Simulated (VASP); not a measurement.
Level of theory: LDA (Ceperley-Alder, Perdew-Zunger), VASP's LDA PAW potentials (set 64) (plane waves; VASP).

VASP input:

POSCAR:
```
SrCl2
6.8148120
  0.0000000000   0.4999999964   0.4999999964
  0.4999999964   0.0000000000   0.4999999964
  0.4999999964   0.4999999964   0.0000000000
Sr Cl
1 2
Cartesian
  0.0000000000   0.0000000000   0.0000000000
  0.2499999982   0.2499999982   0.2499999982
  0.7499999946   0.7499999946   0.7499999946
```

**INCAR**
```
PREC = Accurate
ISMEAR = 0
LCHARG = .FALSE.
LREAL = .FALSE.   # projection in real space or not
LMAXMIX = 4   # l cut-off of mixed one-centre charges
LORBIT = 11
ENCUT = 520   # plane-wave cut-off (eV)
LWAVE = .FALSE.
ICHARG = 11
SYSTEM = SrCl2
ALGO = Normal
NELM = 100
LASPH = .TRUE.   # aspherical one-centre terms
SIGMA = 0.05   # width (eV)
EDIFF = 1E-7   # SCF stop (eV)
```

**KPOINTS**
```
k-points along high-symmetry lines
15
Line-mode
Reciprocal
  0.000000   0.000000   0.000000 ! GAMMA
  0.500000   0.000000   0.500000 ! X

  0.500000   0.000000   0.500000 ! X
  0.625000   0.250000   0.625000 ! U

  0.375000   0.375000   0.750000 ! K
  0.000000   0.000000   0.000000 ! GAMMA

  0.000000   0.000000   0.000000 ! GAMMA
  0.500000   0.500000   0.500000 ! L

  0.500000   0.500000   0.500000 ! L
  0.500000   0.250000   0.750000 ! W

  0.500000   0.250000   0.750000 ! W
  0.500000   0.000000   0.500000 ! X
```

POTCAR, in this order: Sr_sv Cl (LDA.64 set). Program: vasp_std. Read from the step before: CHGCAR.

The run wrote:

**OSZICAR**
```
       N       E                     dE             d eps       ncg     rms          rms(c)
DAV:   1     0.142351785495E+03    0.14235E+03   -0.11757E+04  2880   0.135E+03
DAV:   2    -0.551949995909E+01   -0.14787E+03   -0.14480E+03  3872   0.251E+02
DAV:   3    -0.134768682258E+02   -0.79574E+01   -0.79488E+01  4056   0.613E+01
DAV:   4    -0.137756598638E+02   -0.29879E+00   -0.29872E+00  5064   0.910E+00
DAV:   5    -0.137776159339E+02   -0.19561E-02   -0.19560E-02  4104   0.716E-01
DAV:   6    -0.137776557158E+02   -0.39782E-04   -0.39781E-04  4392   0.877E-02
DAV:   7    -0.137776568018E+02   -0.10860E-05   -0.10860E-05  4488   0.132E-02
DAV:   8    -0.137776568272E+02   -0.25426E-07   -0.25410E-07  4120   0.196E-03
   1 F= -.13777657E+02 E0= -.13777657E+02  d E =-.190697E-18
```

File OUTCAR:
```
 val. band max:        0.4528437945   @ k =   0.5000   0.0000   0.5000

 cond. band min:       5.5532819421   @ k =   0.5000   0.0000   0.5000



 k-point     1 :       0.0000    0.0000    0.0000
  band No.  band energies     occupation
      1     -32.0341      2.00000
      2     -14.1708      2.00000
      3     -14.1708      2.00000
      4     -14.1708      2.00000
      5     -13.0173      2.00000
      6     -11.9768      2.00000
      7      -2.0025      2.00000
      8      -2.0025      2.00000
      9      -2.0025      2.00000
     10       0.0759      2.00000
     11       0.0759      2.00000
     12       0.0759      2.00000
     13       5.6055      0.00000
     14       6.2228      0.00000
     15       6.2228      0.00000
     16       9.2744      0.00000

 k-point     2 :       0.0357    0.0000    0.0357
  band No.  band energies     occupation
      1     -32.0340      2.00000
      2     -14.1829      2.00000
      3     -14.1715      2.00000
      4     -14.1715      2.00000
      5     -12.9994      2.00000
      6     -11.9820      2.00000
      7      -1.9995      2.00000
      8      -1.9995      2.00000
      9      -1.9782      2.00000
     10       0.0235      2.00000
     11       0.0772      2.00000
     12       0.0772      2.00000
     13       5.6499      0.00000
     14       6.2360      0.00000
     15       6.2456      0.00000
     16       9.2141      0.00000

 k-point     3 :       0.0714    0.0000    0.0714
  band No.  band energies     occupation
      1     -32.0338      2.00000
      2     -14.2167      2.00000
      3     -14.1734      2.00000
      4     -14.1734      2.00000
      5     -12.9482      2.00000
      6     -11.9973      2.00000
      7      -1.9905      2.00000
      8      -1.9905      2.00000
      9      -1.9060      2.00000
     10      -0.1253      2.00000
     11       0.0806      2.00000
     12       0.0806      2.00000
     13       5.7712      0.00000
     14       6.2755      0.00000
...
```

The density is held fixed in this step, so its total energy and stress have no physical meaning.

The compound is SrCl2 in the fluorite structure. It was relaxed first, which changed the volume by -7 %.
